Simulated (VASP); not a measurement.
Energy against volume of ZnS (wurtzite). Computed with vdW-DF2, VASP's PBE PAW potentials (set 64) (plane waves; VASP). Settings: 520 eV cut-off, 7×7×4 Γ-centred mesh, Gaussian smearing of 0.050 eV, potentials Zn S.

Shape and ions are relaxed at each volume.

| V (Å³/atom) | E (eV/atom) |
|---|---|
| 21.000 | -0.87310 |
| 21.649 | -0.87717 |
| 22.299 | -0.87407 |
| 22.948 | -0.86491 |

Question: Fit these four points and predict the energy of the run at 20.350 Å³/atom.

Answer: A cubic in V^(−2/3), the third-order Birch-Murnaghan form, passes through the four points with V0 = 21.68 Å³/atom and B0 = 58 GPa, and gives -0.8605 eV/atom there. The run gave -0.8605 eV/atom, +0.0 meV/atom from the fit; all five points give B0 = 58 GPa.

The compound is ZnS in the wurtzite structure, the high-temperature form. It was relaxed first, which changed the volume by +10 %.
